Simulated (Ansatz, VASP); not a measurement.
# ZnCdSO in two plane-wave programs

Wanted: the spread between two codes on one cell, functional and k mesh. The cell is invented: As first built, before any earlier steps moved the atoms (in the runner's words): it takes the ZnCdSeS structure with some of its atoms replaced by other elements, volume scaled by an estimate. It may not be a known or stable phase. The cell is taken from a series of VASP runs on this material, whose earlier steps may have relaxed, scaled or displaced it; both programs get it as it stands. Other levels of theory on this material are compared in a session of their own.

Calculated with Ansatz 0.2.0; plane waves, with VASP 6.6.1 beside it; band structure at r2SCAN.

## (1) The structure

It takes space group P3m1 (No. 156, trigonal). Conventional cell: a = 3.736 Å, b = 3.736 Å, c = 5.955 Å, α = 90.00°, β = 90.00°, γ = 120.00°. Nearest to Cd lie 3 O at 2.25 Å and 1 S at 2.56 Å. Nearest to Zn lie 1 O at 1.96 Å and 3 S at 2.30 Å. Nearest to S lie 3 Zn at 2.30 Å and 1 Cd at 2.56 Å. Nearest to O lie 1 Zn at 1.96 Å and 3 Cd at 2.25 Å. As first built, before any earlier steps moved the atoms (in the runner's words): sites of the ZnCdSeS structure (space group 156) filled with other elements, volume scaled by an estimate. Farther neighbours and most contacts between anions are not listed.

## (2) VASP: band structure, r2SCAN

The same path points are solved in both programs, so levels can be compared one by one.

Lines of VASP's logs that name or quote its potential files are left out, and so is its time.

File INCAR:

```
SYSTEM = ZnCdSO
PREC = Accurate
ENCUT = 520
EDIFF = 1E-06
NELM = 100
ISMEAR = 0
SIGMA = 0.05
LREAL = .FALSE.
ALGO = Normal
METAGGA = R2SCAN
LASPH = .TRUE.
NBANDS = 32
LORBIT = 11
LWAVE = .FALSE.
LCHARG = .FALSE.
KPAR = 2
```

File POSCAR:

```
ZnCdSO
1.0
    3.7355713009      0.0000000000      0.0000000000
   -1.8677856505      3.2350998977      0.0000000000
    0.0000000000      0.0000000000      5.9552773176
Cd Zn S O
1 1 1 1
Direct
    0.0000000000      0.0000000000      0.4654295487
    0.3333333300      0.6666666700      0.0314759406
    0.0000000000      0.0000000000      0.8949359676
    0.3333333300      0.6666666700      0.3601585432
```

File KPOINTS:

```
Automatic mesh
0
Gamma
7 7 4
0 0 0
```

File KPOINTS_OPT:

```
Line mode
16
Line-mode
Reciprocal
  0.00000000   0.00000000   0.00000000 GAMMA
  0.50000000   0.00000000   0.00000000 M

  0.50000000   0.00000000   0.00000000 M
  0.33333333   0.33333333   0.00000000 K

  0.33333333   0.33333333   0.00000000 K
  0.00000000   0.00000000   0.00000000 GAMMA

  0.00000000   0.00000000   0.00000000 GAMMA
  0.00000000   0.00000000   0.50000000 A

  0.00000000   0.00000000   0.50000000 A
  0.50000000   0.00000000   0.50000000 L

  0.50000000   0.00000000   0.50000000 L
  0.33333333   0.33333333   0.50000000 H

  0.33333333   0.33333333   0.50000000 H
  0.00000000   0.00000000   0.50000000 A

  0.50000000   0.00000000   0.50000000 L
  0.50000000   0.00000000   0.00000000 M

  0.33333333   0.33333333   0.00000000 K
  0.33333333   0.33333333   0.50000000 H
```

PAW data sets: Cd, Zn, S and O (PBE family, release 64).

On the command line:

```sh
$ mpirun -np 2 vasp_std
```

Numbers of over 12 decimals in the logs are rounded to 6 here.

What it wrote:

```text
[banner, memory and clock lines left out]
running    2 mpi-ranks, on    1 nodes
 distrk:  each k-point on    1 cores,    2 groups
 distr:  one band on    1 cores,    1 groups

 POSCAR found type information on POSCAR CdZnS O
 POSCAR found :  4 types and       4 ions
|                                                                             |
|               ----> ADVICE to this user running VASP <----                  |
|                                                                             |
|     You enforced a specific xc type in the INCAR file but a different       |
|     [... a line on the potential file left out ...]
|     I HOPE YOU KNOW WHAT YOU ARE DOING!                                     |
|                                                                             |

 LDA part: xc-table for (None), standard interpolation
 POSCAR, INCAR and KPOINTS ok, starting setup
 FFT: planning ... GRIDC
 FFT: planning ... GRID_SOFT
 FFT: planning ... GRID
 WAVECAR not read
 entering main loop
       N       E                     dE             d eps       ncg     rms          rms(c)
DAV:   1     0.256451786431E+03    0.25645E+03   -0.16996E+04  1792   0.130E+03
DAV:   2    -0.311381133608E+02   -0.28759E+03   -0.26515E+03  1816   0.338E+02
DAV:   3    -0.576053708712E+02   -0.26467E+02   -0.26119E+02  2176   0.102E+02
DAV:   4    -0.580409136647E+02   -0.43554E+00   -0.43522E+00  2024   0.139E+01
DAV:   5    -0.580439379549E+02   -0.30243E-02   -0.30242E-02  2144   0.110E+00    0.125E+01
DAV:   6    -0.472172807814E+02    0.10827E+02   -0.55964E+00  2216   0.463E+01    0.114E+01
DAV:   7    -0.473842118848E+02   -0.16693E+00   -0.22571E+00  2112   0.116E+01    0.732E+00
DAV:   8    -0.474337327014E+02   -0.49521E-01   -0.46271E-01  2272   0.604E+00    0.202E+00
DAV:   9    -0.473967344541E+02    0.36998E-01   -0.14902E-01  2168   0.382E+00    0.753E-01
DAV:  10    -0.473973844064E+02   -0.64995E-03   -0.40229E-02  1920   0.159E+00    0.386E-01
DAV:  11    -0.473961491759E+02    0.12352E-02   -0.72676E-03  2248   0.652E-01    0.116E-01
DAV:  12    -0.473962031524E+02   -0.53977E-04   -0.89957E-04  2032   0.187E-01    0.967E-02
DAV:  13    -0.473962183023E+02   -0.15150E-04   -0.20923E-04  2008   0.766E-02    0.452E-02
DAV:  14    -0.473962294796E+02   -0.11177E-04   -0.11971E-05  2016   0.257E-02    0.111E-02
DAV:  15    -0.473962297077E+02   -0.22812E-06   -0.14655E-06  1800   0.923E-03
   1 F= -.47396230E+02 E0= -.47396230E+02  d E =-.116978E-11
 Start KPOINTS_OPT (optional k-point list driver)
k-point batch [1-28\144]
       N       E                     dE             ncg
DAV:   1     0.369547170202E+04   -0.20299E+05     1792
DAV:   2    -0.419459326122E+04   -0.78901E+04     1816
DAV:   3    -0.490007574038E+04   -0.70548E+03     2144
DAV:   4    -0.491171239762E+04   -0.11637E+02     2016
DAV:   5    -0.491178557652E+04   -0.73179E-01     2168
DAV:   6    -0.491178646750E+04   -0.89098E-03     1976
DAV:   7    -0.491178648174E+04   -0.14243E-04     2208
DAV:   8    -0.491178648197E+04   -0.22579E-06     1528
[...]
k-point batch [141-144\144]
       N       E                     dE             ncg
DAV:   1     0.309491143924E+05   -0.45023E+04      256
DAV:   2     0.298325861785E+05   -0.11165E+04      256
DAV:   3     0.297324842207E+05   -0.10010E+03      328
DAV:   4     0.297309398026E+05   -0.15444E+01      288
DAV:   5     0.297309299916E+05   -0.98110E-02      320
DAV:   6     0.297309298693E+05   -0.12225E-03      264
DAV:   7     0.297309298675E+05   -0.18896E-05      320
DAV:   8     0.297309298674E+05   -0.29300E-07      208
```

OUTCAR, selected parts (step 2):

```text
ion  position               nearest neighbor table
   1  0.000  0.000  0.465-   4 2.25   4 2.25   4 2.25   3 2.56   2 3.37   2 3.37   2 3.37
   2  0.333  0.667  0.031-   4 1.96   3 2.30   3 2.30   3 2.30   1 3.37   1 3.37   1 3.37
   3  0.000  0.000  0.895-   2 2.30   2 2.30   2 2.30   1 2.56
   4  0.333  0.667  0.360-   2 1.96   1 2.25   1 2.25   1 2.25

  LATTYP: Found a hexagonal cell.
 ALAT       =     3.7355713009
 C/A-ratio  =     1.5942079104

 Subroutine GETGRP returns: Found  6 space group operations
 (whereof  6 operations were pure point group operations)

The static configuration has the point symmetry C_3v.

 Found     28 irreducible k-points:

   k-points           NKPTS =     28   k-points in BZ     NKDIM =     28   number of bands    NBANDS=     32

   dimension x,y,z NGX =    28 NGY =   28 NGZ =   48
   dimension x,y,z NGXF=    56 NGYF=   56 NGZF=   96

   ENCUT  =  520.0 eV  38.22 Ry    6.18 a.u.   6.95  6.95 11.07*2*pi/ulx,y,z

   NELECT =      36.0000    total number of electrons

 k-points in reciprocal lattice and weights: Automatic mesh
   0.00000000  0.00000000  0.00000000       0.005
   0.14285714 -0.00000000  0.00000000       0.031
   0.28571429 -0.00000000  0.00000000       0.031
   0.42857143  0.00000000  0.00000000       0.031
   0.14285714  0.14285714  0.00000000       0.031
   0.28571429  0.14285714  0.00000000       0.061
   0.42857143  0.14285714  0.00000000       0.031
   0.28571429  0.28571429  0.00000000       0.031
   0.00000000  0.00000000  0.25000000       0.010
[...]
0.42857143  0.14285714  0.50000000       0.031
   0.28571429  0.28571429  0.50000000       0.031

 average (electrostatic) potential at core
       1 -44.2921       2 -41.9345       3 -92.0648       4 -76.4634

 E-fermi :   1.5132

 k-point     1 :       0.0000    0.0000    0.0000
  band No.  band energies     occupation
    ...
     14       0.0197      2.00000
     15       0.0197      2.00000
     16       0.7943      2.00000
     17       1.2934      2.00000
     18       1.2934      2.00000
     19       1.9126      0.00000
     20       5.6991      0.00000
     21       9.1533      0.00000
     22       9.1534      0.00000
     23       9.6684      0.00000
    ...

 k-point     2 :       0.1429   -0.0000    0.0000
  band No.  band energies     occupation
    ...
     14      -0.6568      2.00000
     15      -0.1950      2.00000
     16       0.2296      2.00000
     17       0.6844      2.00000
     18       1.0893      2.00000
     19       2.7857      0.00000
     20       6.5621      0.00000
     21       8.6159      0.00000
     22       9.4513      0.00000
     23       9.7277      0.00000
    ...

 k-point     3 :       0.2857   -0.0000    0.0000
  band No.  band energies     occupation
    ...
     14      -1.8892      2.00000
     15      -1.0629      2.00000
     16      -0.6790      2.00000
     17       0.2988      2.00000
     18       0.6849      2.00000
     19       4.1478      0.00000
     20       6.6665      0.00000
     21       8.0179      0.00000
     22       9.1771      0.00000
     23      10.5686      0.00000
    ...

  Total       -0.0155028     -0.0155028     -0.0316744      0.0000000      0.0000000     -0.0000000
  in kB       -0.3451234     -0.3451235     -0.7051351      0.0000000      0.0000000     -0.0000000
  external PRESSURE =      -0.4651273 kB  Pullay stress =       0.0000000 kB

  energy-cutoff  :      520.00
  volume of cell :       71.97
      direct lattice vectors                 reciprocal lattice vectors
     3.735571301  0.000000000  0.000000000     0.267696671  0.154554733  0.000000000
    -1.867785650  3.235099898  0.000000000     0.000000000  0.309109465  0.000000000
     0.000000000  0.000000000  5.955277318     0.000000000  0.000000000  0.167918293

 POSITION                                       TOTAL-FORCE (eV/Angst)
 -----------------------------------------------------------------------------------
      0.00000      0.00000      2.77176        -0.000000      0.000000     -0.000939
     -0.00000      2.15673      0.18745        -0.000000      0.000000      0.000211
      0.00000      0.00000      5.32959        -0.000000      0.000000     -0.007092
     -0.00000      2.15673      2.14484         0.000000     -0.000000      0.007820
 -----------------------------------------------------------------------------------
    total drift:                                0.000008     -0.000014      0.048102

  FREE ENERGIE OF THE ION-ELECTRON SYSTEM (eV)
  ---------------------------------------------------
  free  energy   TOTEN  =       -47.3962297077 eV

  energy  without entropy=      -47.3962297077  energy(sigma->0) =      -47.39622971

 total charge
# of ion       s       p       d       tot
------------------------------------------
    1        0.342   0.261   9.627  10.229
    2        0.501   0.514   9.851  10.866
    3        1.306   2.473   0.000   3.780
    4        1.561   3.412   0.000   4.973
--------------------------------------------------
tot          3.710   6.660  19.477  29.848

[... 3 further parts left out ...]
```

The run ends at a pressure of -0.05 GPa, with forces up to 0.0078 eV/Å.

[end of part 1 of 2]

[Lines on the potential files, build, host, timing and source positions are cut from VASP's logs without a mark.]

[Logs are printed without paths, hosts, clocks, repeated set-up lines and the standing remarks that a program may print on its own settings, such as how far it seeks lower states.]

[Hosts, paths, dates, database ids (printed as entryN), source tags and the programs' standing remarks are cut or masked in the printed files.]
